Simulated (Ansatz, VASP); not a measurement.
# AlO (Al2O2 3 layers, AB): VASP beside Ansatz, part 2 of 2

Wanted: the spread between two codes on one cell, functional and k mesh. The structure shown is the start of the Ansatz relaxation below; VASP solves that cell, so the two are compared at the walk's first step.

VASP 6.6.1 and Ansatz 0.2.0.

So far: Starting point; Ansatz: relaxation, PBEsol with D3(BJ).

## Step 3: VASP: single point, PBEsol with D3(BJ), start cell

Level of this step: PBEsol with D3(BJ); plane waves and PAW (O, Al) (VASP).

The same cell, functional, mesh and smearing now go to VASP, with its own data sets.

Lines of VASP's logs that name or quote its potential files are left out, and so is its time.

INCAR

```
SYSTEM = AlO
PREC = Accurate
ENCUT = 520
EDIFF = 1E-06
NELM = 120
ISMEAR = -1
SIGMA = 0.05
LREAL = .FALSE.
ALGO = Normal
GGA = PS
IVDW = 12
NBANDS = 39
LORBIT = 11
LWAVE = .FALSE.
LCHARG = .FALSE.
ISIF = 2
LDIPOL = .TRUE.
IDIPOL = 3
DIPOL = 0.5 0.5 0.301
LVHAR = .TRUE.
LASPH = .TRUE.
GGA_COMPAT = .FALSE.
EFERMI = MIDGAP
NELMDL = -8
KPAR = 2
```

POSCAR

```
AlO
1.0
    2.9640000000      0.0000000000      0.0000000000
   -1.4820000000      2.5668990000      0.0000000000
    0.0000000000      0.0000000000     59.8268560000
O Al
6 6
Direct
    0.3333333333      0.6666666667      0.1504341127
    0.3333333333      0.6666666667      0.2184828666
    0.6666666667      0.3333333333      0.2669560807
    0.6666666667      0.3333333333      0.3350048179
    0.3333333333      0.6666666667      0.3834780320
    0.3333333333      0.6666666667      0.4515267859
    0.0000000000      0.0000000000      0.1642334506
    0.0000000000      0.0000000000      0.2046835120
    0.3333333333      0.6666666667      0.2807554186
    0.3333333333      0.6666666667      0.3212054800
    0.0000000000      0.0000000000      0.3972773866
    0.0000000000      0.0000000000      0.4377274480
```

KPOINTS

```
Automatic mesh
0
Gamma
12 12 1
0 0 0
```

The projector-augmented-wave data sets are O and Al (PBE family, release 64).

Command:

```console
$ mpirun -np 2 vasp_std
```

Numbers of over 12 decimals in the logs are rounded to 6 here.

Log:

```text
[banner, memory and clock lines left out]
running    2 mpi-ranks, on    1 nodes
 distrk:  each k-point on    1 cores,    2 groups
 distr:  one band on    1 cores,    1 groups

 POSCAR found type information on POSCAR O Al
 POSCAR found :  2 types and      12 ions
|                                                                             |
|               ----> ADVICE to this user running VASP <----                  |
|                                                                             |
|     You enforced a specific xc type in the INCAR file but a different       |
|     [... a line on the potential file left out ...]
|     I HOPE YOU KNOW WHAT YOU ARE DOING!                                     |
|                                                                             |

 LDA part: xc-table for (Slater+PW92), standard interpolation
|                                                                             |
|           W    W    AA    RRRRR   N    N  II  N    N   GGGG   !!!           |
|           W    W   A  A   R    R  NN   N  II  NN   N  G    G  !!!           |
|           W    W  A    A  R    R  N N  N  II  N N  N  G       !!!           |
|           W WW W  AAAAAA  RRRRR   N  N N  II  N  N N  G  GGG   !            |
|           WW  WW  A    A  R   R   N   NN  II  N   NN  G    G                |
|           W    W  A    A  R    R  N    N  II  N    N   GGGG   !!!           |
|                                                                             |
|     One of the lattice vectors is very long (>50 A), but AMIN is rather     |
|     large. This can spoil convergence since charge sloshing might occur     |
|     along the long lattice vector. If problems with convergence are         |
|     observed, try to decrease AMIN to a smaller value (e.g. 0.01).          |
|     Note: This warning only applies if the self-consistency cycle is        |
|     used.                                                                   |
|                                                                             |

 POSCAR, INCAR and KPOINTS ok, starting setup
 FFT: planning ... GRIDC
 FFT: planning ... GRID_SOFT
 FFT: planning ... GRID
 WAVECAR not read
 entering main loop
       N       E                     dE             d eps       ncg     rms          rms(c)
DAV:   1     0.457075174492E+03    0.45708E+03   -0.21065E+04  1594   0.106E+03
DAV:   2    -0.844490937321E+01   -0.46552E+03   -0.44479E+03  2087   0.259E+02
DAV:   3    -0.873088771899E+02   -0.78864E+02   -0.77958E+02  1731   0.113E+02
DAV:   4    -0.896528731248E+02   -0.23440E+01   -0.23377E+01  1836   0.231E+01
DAV:   5    -0.896934785163E+02   -0.40605E-01   -0.40589E-01  1911   0.290E+00
DAV:   6    -0.896945268806E+02   -0.10484E-02   -0.10482E-02  1868   0.483E-01
DAV:   7    -0.896945693796E+02   -0.42499E-04   -0.42497E-04  1997   0.923E-02
DAV:   8    -0.896945711054E+02   -0.17259E-05   -0.17257E-05  1812   0.185E-02    0.172E+01
DAV:   9    -0.819193048871E+02    0.77753E+01   -0.39004E+01  1778   0.307E+01    0.820E+00
DAV:  10    -0.816874754707E+02    0.23183E+00   -0.19264E+00  1671   0.680E+00    0.413E+00
DAV:  11    -0.816048358782E+02    0.82640E-01   -0.29212E-01  1805   0.301E+00    0.129E+00
DAV:  12    -0.815935514661E+02    0.11284E-01   -0.49707E-02  1846   0.111E+00    0.347E-01
DAV:  13    -0.815923940904E+02    0.11574E-02   -0.74245E-03  1769   0.452E-01    0.999E-02
DAV:  14    -0.815922516398E+02    0.14245E-03   -0.63999E-04  1854   0.131E-01    0.683E-02
[...]
DAV:  21    -0.815929934766E+02   -0.71826E-04   -0.29543E-06  1459   0.696E-03    0.305E-03
DAV:  22    -0.815930243240E+02   -0.30847E-04   -0.44638E-07  1281   0.343E-03    0.209E-03
DAV:  23    -0.815930682657E+02   -0.43942E-04   -0.18312E-06  1327   0.470E-03    0.810E-04
DAV:  24    -0.815930869847E+02   -0.18719E-04   -0.51273E-07  1313   0.286E-03    0.393E-04
DAV:  25    -0.815930930055E+02   -0.60208E-05   -0.11796E-07  1169   0.126E-03    0.297E-04
DAV:  26    -0.815930975176E+02   -0.45121E-05   -0.79456E-08  1218   0.105E-03    0.191E-04
DAV:  27    -0.815930987200E+02   -0.12024E-05   -0.19014E-08  1110   0.572E-04    0.139E-04
DAV:  28    -0.815930993639E+02   -0.64394E-06   -0.62540E-09  1053   0.358E-04
   1 F= -.83289026E+02 E0= -.83289026E+02  d E =-.112953E-06
```

From OUTCAR (step 3):

```text
ion  position               nearest neighbor table
   1  0.333  0.667  0.150-   7 1.90   7 1.90   7 1.90
   2  0.333  0.667  0.218-   8 1.90   8 1.90   8 1.90
   3  0.667  0.333  0.267-   9 1.90   9 1.90   9 1.90
   4  0.667  0.333  0.335-  10 1.90  10 1.90  10 1.90
   5  0.333  0.667  0.383-  11 1.90  11 1.90  11 1.90
   6  0.333  0.667  0.452-  12 1.90  12 1.90  12 1.90
   7  0.000  0.000  0.164-   1 1.90   1 1.90   1 1.90   8 2.42
   8  0.000  0.000  0.205-   2 1.90   2 1.90   2 1.90   7 2.42
   9  0.333  0.667  0.281-   3 1.90   3 1.90   3 1.90  10 2.42
  10  0.333  0.667  0.321-   4 1.90   4 1.90   4 1.90   9 2.42
  11  0.000  0.000  0.397-   5 1.90   5 1.90   5 1.90  12 2.42
  12  0.000  0.000  0.438-   6 1.90   6 1.90   6 1.90  11 2.42

  LATTYP: Found a hexagonal cell.
 ALAT       =     2.9640000000
 C/A-ratio  =    20.1844993252

 Subroutine GETGRP returns: Found 12 space group operations
 (whereof  6 operations were pure point group operations)

The static configuration has the point symmetry C_3v.
 The point group associated with its full space group is D_3h.

 Found     19 irreducible k-points:

   k-points           NKPTS =     19   k-points in BZ     NKDIM =     19   number of bands    NBANDS=     39

   dimension x,y,z NGX =    24 NGY =   24 NGZ =  448
   dimension x,y,z NGXF=    48 NGYF=   48 NGZF=  896

   ENCUT  =  520.0 eV  38.22 Ry    6.18 a.u.   5.51  5.51111.24*2*pi/ulx,y,z

   NELECT =      54.0000    total number of electrons

 k-points in reciprocal lattice and weights: Automatic mesh
   0.00000000  0.00000000  0.00000000       0.007
   0.08333333  0.00000000  0.00000000       0.042
   0.16666667  0.00000000  0.00000000       0.042
   0.25000000  0.00000000  0.00000000       0.042
   0.33333333  0.00000000  0.00000000       0.042
   0.41666667  0.00000000  0.00000000       0.042
   0.50000000  0.00000000  0.00000000       0.021
   0.08333333  0.08333333  0.00000000       0.042
   0.16666667  0.08333333  0.00000000       0.083
[...]
0.33333333  0.25000000  0.00000000       0.083
   0.33333333  0.33333333  0.00000000       0.014

 dipolmoment           0.000000      0.000000      0.000001 electrons x Angstroem

 average (electrostatic) potential at core
       1 -77.8622       2 -77.8639       3 -77.8244       4 -77.8243       5 -77.8639
       6 -77.8622       7 -82.1661       8 -82.1655       9 -82.1259      10 -82.1259
      11 -82.1654      12 -82.1660

 E-fermi :  -2.5326

 k-point     1 :       0.0000    0.0000    0.0000
  band No.  band energies     occupation
    ...
     23      -5.7072      2.00000
     24      -5.7072      2.00000
     25      -4.9508      2.00000
     26      -4.6449      2.00000
     27      -4.3065      2.00000
     28      -0.5419      0.00000
     29      -0.2968      0.00000
     30       0.0337      0.00000
     31       2.1759      0.00000
     32       2.3494      0.00000
    ...

 k-point     2 :       0.0833    0.0000    0.0000
  band No.  band energies     occupation
    ...
     23      -5.7786      2.00000
     24      -5.7573      2.00000
     25      -4.7600      2.00000
     26      -4.5159      2.00000
     27      -4.2286      2.00000
     28      -0.2015      0.00000
     29       0.0153      0.00000
     30       0.3154      0.00000
     31       2.4531      0.00000
     32       2.6250      0.00000
    ...

 k-point     3 :       0.1667    0.0000    0.0000
  band No.  band energies     occupation
    ...
     23      -5.9140      2.00000
     24      -5.8910      2.00000
     25      -4.4892      2.00000
     26      -4.3131      2.00000
     27      -4.0980      2.00000
     28       0.5589      0.00000
     29       0.7126      0.00000
     30       0.9373      0.00000
     31       2.9685      0.00000
     32       3.1163      0.00000
    ...

 Edisp (eV)   -1.69593

  Total     -10.98627   -10.98626    -2.05764     0.00000     0.00000     0.00000
  in kB     -38.67030   -38.67029    -7.24265     0.00000     0.00000     0.00000
  external pressure =      -28.19 kB  Pullay stress =        0.00 kB

  energy-cutoff  :      520.00
  volume of cell :      455.18
      direct lattice vectors                 reciprocal lattice vectors
     2.964000000  0.000000000  0.000000000     0.337381916  0.194787563  0.000000000
    -1.482000000  2.566899000  0.000000000     0.000000000  0.389575125  0.000000000
     0.000000000  0.000000000 59.826856000     0.000000000  0.000000000  0.016714901

 POSITION                                       TOTAL-FORCE (eV/Angst)
 -----------------------------------------------------------------------------------
     -0.00000      1.71127      9.00000        -0.000000      0.000000      2.320733
     -0.00000      1.71127     13.07114        -0.000000     -0.000000     -2.319685
      1.48200      0.85563     15.97114         0.000000      0.000000      2.328763
      1.48200      0.85563     20.04228         0.000000      0.000000     -2.328763
     -0.00000      1.71127     22.94228        -0.000000     -0.000000      2.319685
     -0.00000      1.71127     27.01343        -0.000000      0.000000     -2.320733
      0.00000      0.00000      9.82557         0.000000      0.000000     -3.750201
      0.00000      0.00000     12.24557         0.000000     -0.000000      3.829883
     -0.00000      1.71127     16.79671         0.000000     -0.000000     -3.821388
     -0.00000      1.71127     19.21671         0.000000      0.000000      3.821388
      0.00000      0.00000     23.76786         0.000000      0.000000     -3.829883
      0.00000      0.00000     26.18786         0.000000      0.000000      3.750201
 -----------------------------------------------------------------------------------
    total drift:                                0.000001      0.000047      0.000109

  FREE ENERGIE OF THE ION-ELECTRON SYSTEM (eV)
  ---------------------------------------------------
  free  energy   TOTEN  =       -83.2890256682 eV

  energy  without entropy=      -83.2890255552  energy(sigma->0) =      -83.28902561

 vacuum level on the upper side and lower side of the slab         3.863         3.863

 total charge
# of ion       s       p       d       tot
------------------------------------------
    1        1.558   3.478   0.000   5.036
    2        1.558   3.478   0.000   5.037
    3        1.558   3.478   0.000   5.037
    4        1.558   3.478   0.000   5.037
    5        1.558   3.478   0.000   5.037
    6        1.558   3.478   0.000   5.036
    7        0.379   0.394   0.000   0.773
    8        0.379   0.394   0.000   0.773
    9        0.379   0.394   0.000   0.773
   10        0.379   0.394   0.000   0.773
   11        0.379   0.394   0.000   0.773
   12        0.379   0.394   0.000   0.773
--------------------------------------------------
tot         11.622  23.233   0.000  34.855

[... 3 further parts left out ...]
```

## Step 4: Side by side

Known differences besides the potentials themselves: Ansatz cuts the interaction across the vacuum, VASP repeats the sheet with a dipole correction; Ansatz makes its cores anew for this functional, VASP keeps those of its PBE data sets; Ansatz takes its cutoff from its data sets, VASP runs at 520 eV. Total energies have different zeros and are not compared.

Forces on 7 of the 12 atoms, those with the largest forces and the largest differences (eV/Å; atoms numbered as in POSCAR):

```tsv
atom	Ansatz x, y, z	VASP x, y, z
O4	0.000, 0.000, -2.318	0.000, 0.000, -2.329
Al7	0.000, 0.000, -3.728	0.000, 0.000, -3.750
Al8	0.000, 0.000, 3.807	0.000, 0.000, 3.830
Al9	0.000, 0.000, -3.799	0.000, 0.000, -3.821
Al10	0.000, 0.000, 3.799	0.000, 0.000, 3.821
Al11	0.000, 0.000, -3.807	0.000, 0.000, -3.830
Al12	0.000, 0.000, 3.728	0.000, 0.000, 3.750
```

The forces differ by 10 meV/Å r.m.s., which is 0.6 % of the r.m.s. force of 1.819 eV/Å (both taken over all components). With vacuum in the cell, a pressure given here is an average over mostly empty space and none of the material.

## Step 5: What came out

- r.m.s. force difference (single point, PBEsol with D3(BJ), start cell): 0.56 % of the r.m.s. force

The r.m.s. force difference is 0.56 % of the r.m.s. force (single point, PBEsol with D3(BJ), start cell), within the 3 % picked in this series as the mark of a large difference. 1 further run of this series is not shown here. How closely two codes agree says nothing of how well the functional describes the real material.

[Lines on the potential files, build, host, timing and source positions are cut from VASP's logs without a mark.]

[Logs are printed without paths, hosts, clocks, repeated set-up lines and the standing remarks that a program may print on its own settings, such as how far it seeks lower states.]

[Hosts, paths, dates, database ids (printed as entryN), source tags and the programs' standing remarks are cut or masked in the printed files.]
